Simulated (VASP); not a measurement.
Calculation: vdW-DF-cx, VASP's PBE PAW potentials (set 64) (plane waves; VASP).

A VASP calculation is set up with these files.

POSCAR:
```
SrVO3
1
    3.7447301933     0.0000000000     0.0000000000
    0.0000000000     3.7447301933     0.0000000000
    0.0000000000     0.0000000000     3.7447301933
Sr V O
1 1 3
Direct
  0.0000000000   0.0000000000   0.0000000000
  0.5000000000   0.5000000000   0.5000000000
  0.5000000000   0.0000000000   0.5000000000
  0.0000000000   0.5000000000   0.5000000000
  0.5000000000   0.5000000000   0.0000000000
```

File KPOINTS:
```
Automatic mesh
0
Gamma
8 8 8
0 0 0
```

### INCAR
```
SYSTEM = SrVO3
PREC = Accurate
ENCUT = 520
EDIFF = 1E-7
NELM = 100
ALGO = Normal
LREAL = .FALSE.
LASPH = .TRUE.
ISMEAR = 1
SIGMA = 0.1
GGA = CX
LUSE_VDW = .TRUE.
AGGAC = 0.0
LMAXMIX = 4
LWAVE = .FALSE.
LCHARG = .FALSE.
ISIF = 2
```

POTCAR, in this order: Sr_sv V_sv O (PBE.64 set). Program: vasp_std.

**Question.** Estimate the energy per atom (σ→0), pressure, band gap (on the k-mesh).

**Answer.** 
```yaml
energy per atom (σ→0): -6.007 eV/atom
band gap (on the k-mesh): none (metal, semimetal or under 0.01 eV)
pressure: 14.22 GPa
```

**OSZICAR**
```
...
DAV:  10    -0.300339551732E+02    0.28129E-02   -0.42051E-02  1920   0.210E+00    0.314E-01
DAV:  11    -0.300332814832E+02    0.67369E-03   -0.43823E-03  1856   0.596E-01    0.814E-02
DAV:  12    -0.300333230721E+02   -0.41589E-04   -0.18576E-04  2072   0.113E-01    0.876E-02
DAV:  13    -0.300333064404E+02    0.16632E-04   -0.14272E-04  1960   0.114E-01    0.160E-02
DAV:  14    -0.300333072132E+02   -0.77274E-06   -0.63829E-06  2304   0.212E-02    0.743E-03
DAV:  15    -0.300333068359E+02    0.37723E-06   -0.16853E-06  1984   0.961E-03    0.149E-03
DAV:  16    -0.300333068344E+02    0.15616E-08   -0.13343E-07   960   0.271E-03
   1 F= -.30033307E+02 E0= -.30032541E+02  d E =-.229728E-02
```

The compound is SrVO3 in the cubic perovskite structure. This cell is one point of a volume scan, at 0.94 of the reference volume. The run is not spin-polarised, so no magnetic state was tried. The electron count is odd and the run is not spin-polarised, which forces a metal.
